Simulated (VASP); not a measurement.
Si11Ge5:

```
CELL_PARAMETERS angstrom
0.00000 5.51633 5.51633
5.51633 0.00000 5.51633
5.51633 5.51633 0.00000
ATOMIC_POSITIONS crystal
Si 0.37500 0.37500 0.37500
Si 0.37500 0.87500 0.37500
Si 0.37500 0.87500 0.87500
Si 0.87500 0.37500 0.37500
Si 0.87500 0.37500 0.87500
Si 0.87500 0.87500 0.87500
Si 0.25000 0.75000 0.25000
Si 0.25000 0.75000 0.75000
Si 0.75000 0.25000 0.25000
Si 0.75000 0.75000 0.25000
Si 0.75000 0.75000 0.75000
Ge 0.37500 0.37500 0.87500
Ge 0.87500 0.87500 0.37500
Ge 0.25000 0.25000 0.25000
Ge 0.25000 0.25000 0.75000
Ge 0.75000 0.25000 0.75000
```

The cell was built by a generator and needn't be a form met in nature.

| Item | Value |
| --- | --- |
| Program | VASP 6.6.1 |
| Task | relaxation of cell and atoms |
| Functional | PBEsol |
| Potentials or basis | VASP PAW PBE potentials, release 64 (Si, Ge_d) |
| Cutoff | 600 eV |
| k mesh | 6 × 6 × 5 |
| Occupations | gaussian, width 0.03 eV |
| Spin | no spin polarisation |

At the start: pressure -0.7 GPa; volume 20.98 Å³/atom.

Q: Where does the relaxation end?

A: Over 6 steps the energy falls by 5.7 meV/atom and the volume is 20.80 Å³/atom (-0.9 %); space group R3m (No. 160, to 0.05 Å).

Step by step:
| step | energy change (eV) | largest force (eV/Å) | pressure (GPa) | volume (Å³) |
| --- | --- | --- | --- | --- |
| 1 | 0.0000 | 0.4519 | -0.67 | 335.72 |
| 2 | -0.0842 | 0.1295 | 0.35 | 331.50 |
| 3 | -0.0861 | 0.0871 | 0.63 | 330.73 |
| 4 | -0.0896 | 0.0567 | -0.29 | 334.16 |
| 5 | -0.0913 | 0.0305 | 0.00 | 332.84 |
| 6 | -0.0914 | 0.0091 | 0.01 | 332.84 |

Final structure:
```
Si Ge
1.0
     0.00000    5.50041    5.50041
     5.50057   -0.00017    5.50057
     5.50041    5.50041    0.00000
Si Ge
11 5
Cartesian
  4.1258 4.1248 4.1553
  6.8600 4.1399 6.8609
  9.6111 6.8911 6.8609
  4.1258 6.8455 6.8760
  6.9055 9.6252 6.8760
  9.6111 9.6403 9.6102
  5.4861 2.7645 5.5148
  8.2656 5.4855 5.5154
  2.7646 5.4860 5.5148
  5.4861 5.4861 8.2364
  8.2650 8.2649 8.2364
  6.8916 6.8594 4.1414
  6.8752 6.8758 9.6254
  2.7665 2.7663 2.7342
  5.4844 5.4841 2.7342
  5.4844 8.2667 5.5167
```

Caveat: the PAW data sets were made with another functional, which shifts forces and pressure a little.
